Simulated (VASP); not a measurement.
ZnO (wurtzite), at 0.96 of the tabulated volume:

```
ZnO
1.0
    1.60304    -2.77654     0.00000
    1.60304     2.77654     0.00000
    0.00000     0.00000     5.13959
Zn O
2 2
Cartesian
  1.60304  -0.92552   2.56979
  1.60304   0.92552   0.00000
  1.60304  -0.92552   4.53311
  1.60304   0.92552   1.96332
```

The lowest empty band near Γ, direction in plane, from PBE with spin-orbit coupling in VASP (PAW); its two spin partners are averaged. The gap over the points computed is 0.82 eV, and the next band on that side lies 4.49 eV away at the edge.

Numerical set-up: 520 eV cut-off, 9×9×5 Γ-centred mesh, Gaussian smearing of 0.050 eV, potentials Zn O.

```
distance from the edge in k (1/Å)  distance in energy (meV)
---------------------------------  ------------------------
0.012                                                   3.6
0.018                                                   8.1
0.025                                                  15.5
0.035                                                  29.8
0.050                                                  59.1
0.070                                                 110.3
```

### Question
Fit E(1 + αE) = ħ²k²/2m* (ħ²/2m0 = 3.810 eV Å²) and predict the row at 0.095 1/Å.

### Answer
Least squares on the energies gives the electron mass m* = 0.152 m0 and α = 1.05 per eV, and so 189.1 meV. The run gave 189.1 meV, -0.0 meV from the fit.

Left out are points under 3 meV from the edge, since the levels carry 0.1 meV, and points farther than half the way to the next band.

The compound is ZnO in the wurtzite structure. The cell was not relaxed at this level.
